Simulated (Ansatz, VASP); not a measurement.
## WC (Qusongite): VASP beside Ansatz

Wanted: the spread between two codes on one cell, functional and k mesh. The cell is taken from a series of VASP runs on this material, whose earlier steps may have relaxed, scaled or displaced it; both programs get it as it stands.

Main program and level: Ansatz 0.2.0; plane waves, with VASP 6.6.1 beside it; relaxation of cell and atoms at PBEsol, spin-orbit coupling.

## Step 1: The structure

Symmetry: P-6m2, No. 187, hexagonal system. The conventional cell has a = 2.896 Å, b = 2.896 Å, c = 2.828 Å, α = 90.00°, β = 90.00°, γ = 120.00°. W has 6 C at 2.19 Å nearest. Nearest to C lie 6 W at 2.19 Å. Farther neighbours are not listed.

## Step 2: VASP: relaxation of cell and atoms, PBEsol, spin-orbit coupling

The relaxed volume is the usual yardstick between codes: its relative difference is about their pressure difference at one cell divided by the bulk modulus.

Lines of VASP's logs that name or quote its potential files are left out, and so is its time.

File INCAR:

```
SYSTEM = WC
PREC = Accurate
ENCUT = 520
EDIFF = 1E-06
NELM = 100
ISMEAR = 0
SIGMA = 0.05
LREAL = .FALSE.
ALGO = Normal
GGA = PS
LNONCOLLINEAR = .TRUE.
MAGMOM = 0 0 0 0 0 0
NBANDS = 22
GGA_COMPAT = .FALSE.
LASPH = .TRUE.
LSORBIT = .TRUE.
LMAXMIX = 4
LORBIT = 11
LWAVE = .FALSE.
LCHARG = .FALSE.
KPAR = 8
IBRION = 2
NSW = 50
ISIF = 3
EDIFFG = -0.006
```

File POSCAR:

```
WC
1.0
    2.8964013243      0.0000000000      0.0000000000
   -1.4482006622      2.5083571264      0.0000000000
    0.0000000000      0.0000000000      2.8276152354
W C
1 1
Direct
    0.0000000000      0.0000000000      0.0000000000
    0.6666666667      0.3333333333      0.5000000000
```

File KPOINTS:

```
Automatic mesh
0
Gamma
12 12 10
0 0 0
```

Potentials, in the order of the species: W and C (PBE family, release 64).

Started as:

```bash
mpirun -np 8 vasp_ncl
```

Numbers of over 12 decimals in the logs are rounded to 6 here.

The log of the run:

```text
[banner, memory and clock lines left out]
running    8 mpi-ranks, on    1 nodes
 distrk:  each k-point on    1 cores,    8 groups
 distr:  one band on    1 cores,    1 groups

 POSCAR found type information on POSCAR W C
 POSCAR found :  2 types and       2 ions
|                                                                             |
|           W    W    AA    RRRRR   N    N  II  N    N   GGGG   !!!           |
|           W    W   A  A   R    R  NN   N  II  NN   N  G    G  !!!           |
|           W    W  A    A  R    R  N N  N  II  N N  N  G       !!!           |
|           W WW W  AAAAAA  RRRRR   N  N N  II  N  N N  G  GGG   !            |
|           WW  WW  A    A  R   R   N   NN  II  N   NN  G    G                |
|           W    W  A    A  R    R  N    N  II  N    N   GGGG   !!!           |
|                                                                             |
|     For optimal performance we recommend to set                             |
|       NCORE = 2 up to number-of-cores-per-socket                            |
|     NCORE specifies how many cores store one orbital (NPAR=cpu/NCORE).      |
|     This setting can greatly improve the performance of VASP for DFT.       |
|     The default, NCORE=1 might be grossly inefficient on modern             |
|     multi-core architectures or massively parallel machines. Do your        |
|     Unfortunately you need to use the default for GW and RPA                |
|     calculations (for HF NCORE is supported but not extensively tested      |
|     yet).                                                                   |
|                                                                             |

|                                                                             |
|               ----> ADVICE to this user running VASP <----                  |
|                                                                             |
|     You enforced a specific xc type in the INCAR file but a different       |
|     [... a line on the potential file left out ...]
|     I HOPE YOU KNOW WHAT YOU ARE DOING!                                     |
|                                                                             |

 LDA part: xc-table for (Slater+PW92), standard interpolation
 POSCAR, INCAR and KPOINTS ok, starting setup
 FFT: planning ... GRIDC
 FFT: planning ... GRID_SOFT
 FFT: planning ... GRID
 WAVECAR not read
 entering main loop
       N       E                     dE             d eps       ncg     rms          rms(c)
DAV:   1     0.294261745596E+02    0.29426E+02   -0.45972E+03  8184   0.838E+02
DAV:   2    -0.244356450017E+02   -0.53862E+02   -0.50698E+02  9610   0.225E+02
DAV:   3    -0.270790439744E+02   -0.26434E+01   -0.26045E+01 10452   0.421E+01
DAV:   4    -0.271032436136E+02   -0.24200E-01   -0.24189E-01  8962   0.491E+00
DAV:   5    -0.271033904610E+02   -0.14685E-03   -0.14684E-03 10282   0.363E-01    0.353E+01
DAV:   6    -0.242770677680E+02    0.28263E+01   -0.40111E+00 12016   0.216E+01    0.108E+01
DAV:   7    -0.242114994868E+02    0.65568E-01   -0.59399E-01  8588   0.708E+00    0.902E+00
DAV:   8    -0.241737509284E+02    0.37749E-01   -0.12598E-01  9162   0.257E+00    0.290E+00
DAV:   9    -0.241641246099E+02    0.96263E-02   -0.10401E-02  9030   0.859E-01    0.953E-01
DAV:  10    -0.241631819234E+02    0.94269E-03   -0.48782E-03  9358   0.527E-01    0.351E-01
DAV:  11    -0.241631064592E+02    0.75464E-04   -0.23772E-04 10146   0.148E-01    0.989E-02
DAV:  12    -0.241631051554E+02    0.13038E-05   -0.16575E-05 10360   0.451E-02    0.196E-02
DAV:  13    -0.241631042721E+02    0.88327E-06   -0.84057E-07  6204   0.908E-03
   1 F= -.24163104E+02 E0= -.24162966E+02  d E =-.241631E+02  mag=     0.0000    -0.0000    -0.0000
 curvature:   0.00 expect dE= 0.000E+00 dE for cont linesearch  0.000E+00
 trial: gam= 0.00000 g(F)=  0.353E-49 g(S)=  0.360E-07 ort = 0.000E+00 (trialstep = 0.100E+01)
 search vector abs. value=  0.361E-07
 reached required accuracy - stopping structural energy minimisation
```

Parts of OUTCAR (step 2):

```text
ion  position               nearest neighbor table
   1  0.000  0.000  0.000-   2 2.19   2 2.19   2 2.19   2 2.19   2 2.19   2 2.19
   2  0.667  0.333  0.500-   1 2.19   1 2.19   1 2.19   1 2.19   1 2.19   1 2.19

  LATTYP: Found a hexagonal cell.
 ALAT       =     2.8964013243
 C/A-ratio  =     0.9762511886

 Subroutine GETGRP returns: Found 12 space group operations
 (whereof 12 operations were pure point group operations)

The static configuration has the point symmetry D_3h.

 Found    186 irreducible k-points:

   k-points           NKPTS =    186   k-points in BZ     NKDIM =    186   number of bands    NBANDS=     22

   dimension x,y,z NGX =    24 NGY =   24 NGZ =   24
   dimension x,y,z NGXF=    48 NGYF=   48 NGZF=   48

   ENCUT  =  520.0 eV  38.22 Ry    6.18 a.u.   5.39  5.39  5.26*2*pi/ulx,y,z

   NELECT =      10.0000    total number of electrons

 k-points in reciprocal lattice and weights: Automatic mesh
   0.00000000  0.00000000  0.00000000       0.001
   0.08333333 -0.00000000  0.00000000       0.002
  -0.08333333  0.00000000  0.00000000       0.002
   0.16666667 -0.00000000  0.00000000       0.002
  -0.16666667  0.00000000  0.00000000       0.002
   0.25000000  0.00000000  0.00000000       0.002
  -0.25000000  0.00000000  0.00000000       0.002
   0.33333333  0.00000000  0.00000000       0.002
  -0.33333333  0.00000000  0.00000000       0.002
[...]
-0.33333333 -0.25000000  0.50000000       0.004
   0.33333333  0.33333333  0.50000000       0.001

 average (electrostatic) potential at core
       1 -36.8879       2 -46.1968

 E-fermi :   8.3410

 k-point     1 :       0.0000    0.0000    0.0000
  band No.  band energies     occupation
    ...
      4       3.8835      1.00000
      5       4.7551      1.00000
      6       4.7551      1.00000
      7       5.0639      1.00000
      8       5.0639      1.00000
      9       8.4179      0.01478
     10       8.4179      0.01478
     11      11.3285      0.00000
     12      11.3285      0.00000
     13      11.7179      0.00000
    ...

 k-point     2 :       0.0833   -0.0000    0.0000
  band No.  band energies     occupation
    ...
      6       4.6241      1.00000
      7       5.1335      1.00000
      8       5.1335      1.00000
      9       7.8737      1.00000
     10       7.8737      1.00000
     11      11.4128      0.00000
     12      11.4128      0.00000
     13      12.1658      0.00000
     14      12.1658      0.00000
     15      13.6324      0.00000
    ...

 k-point     3 :      -0.0833    0.0000    0.0000
  band No.  band energies     occupation
    ...
      6       4.6241      1.00000
      7       5.1335      1.00000
      8       5.1335      1.00000
      9       7.8737      1.00000
     10       7.8737      1.00000
     11      11.4128      0.00000
     12      11.4128      0.00000
     13      12.1658      0.00000
     14      12.1658      0.00000
     15      13.6324      0.00000
    ...

  Total       -0.0008616     -0.0008616      0.0000992      0.0000000     -0.0000000      0.0000000
  in kB       -0.0671955     -0.0671955      0.0077359      0.0000000     -0.0000000      0.0000000
  external PRESSURE =      -0.0422184 kB  Pullay stress =       0.0000000 kB

  energy-cutoff  :      520.00
  volume of cell :       20.54
      direct lattice vectors                 reciprocal lattice vectors
     2.896401324  0.000000000  0.000000000     0.345256022  0.199333657  0.000000000
    -1.448200662  2.508357126  0.000000000     0.000000000  0.398667315  0.000000000
     0.000000000  0.000000000  2.827615235     0.000000000  0.000000000  0.353654906

 POSITION                                       TOTAL-FORCE (eV/Angst)
 -----------------------------------------------------------------------------------
      0.00000      0.00000      0.00000        -0.000000      0.000000      0.000000
      1.44820      0.83612      1.41381         0.000000     -0.000000      0.000000
 -----------------------------------------------------------------------------------
    total drift:                               -0.000000      0.000000      0.000000

  FREE ENERGIE OF THE ION-ELECTRON SYSTEM (eV)
  ---------------------------------------------------
  free  energy   TOTEN  =       -24.1631042721 eV

  energy  without entropy=      -24.1628269594  energy(sigma->0) =      -24.16296562

 reached required accuracy - stopping structural energy minimisation

 Spin-Orbit-Coupling matrix elements
 Ion:    1  E_soc:     -0.3635128
 Ion:    2  E_soc:     -0.0002909

 total charge
# of ion       s       p       d       tot
------------------------------------------
    1        0.629   0.907   4.401   5.937
    2        0.850   1.566   0.000   2.415
--------------------------------------------------
tot          1.479   2.473   4.401   8.353

 magnetization (x)
# of ion       s       p       d       tot
------------------------------------------
    1       -0.000   0.000   0.000   0.000
    2        0.000  -0.000   0.000  -0.000
--------------------------------------------------
tot         -0.000   0.000   0.000   0.000

 magnetization (y)
# of ion       s       p       d       tot
------------------------------------------
    1        0.000   0.000   0.000   0.000
    2        0.000  -0.000   0.000  -0.000
--------------------------------------------------
tot          0.000  -0.000   0.000   0.000

 magnetization (z)
# of ion       s       p       d       tot
------------------------------------------
    1       -0.000  -0.000   0.000   0.000
    2        0.000   0.000   0.000   0.000
--------------------------------------------------
tot          0.000  -0.000   0.000   0.000

[... 3 further parts left out ...]
```

CONTCAR:

```
WC
   1.00000000000000
     2.8964013243000002    0.0000000000000000    0.0000000000000000
    -1.4482006622000001    2.5083571264000000    0.0000000000000000
     0.0000000000000000    0.0000000000000000    2.8276152354000001
  W               C
     1     1
Direct
     0.0000000000000000    0.0000000000000000    0.0000000000000000
     0.6666666667000030    0.3333333332999970    0.5000000000000000
```

The data set W keeps the semicore shell frozen, which is cheaper and a little less accurate.

[end of part 1 of 2]

[Lines on the potential files, build, host, timing and source positions are cut from VASP's logs without a mark.]

[Logs are printed without paths, hosts, clocks, repeated set-up lines and the standing remarks that a program may print on its own settings, such as how far it seeks lower states.]

[Hosts, paths, dates, database ids (printed as entryN), source tags and the programs' standing remarks are cut or masked in the printed files.]
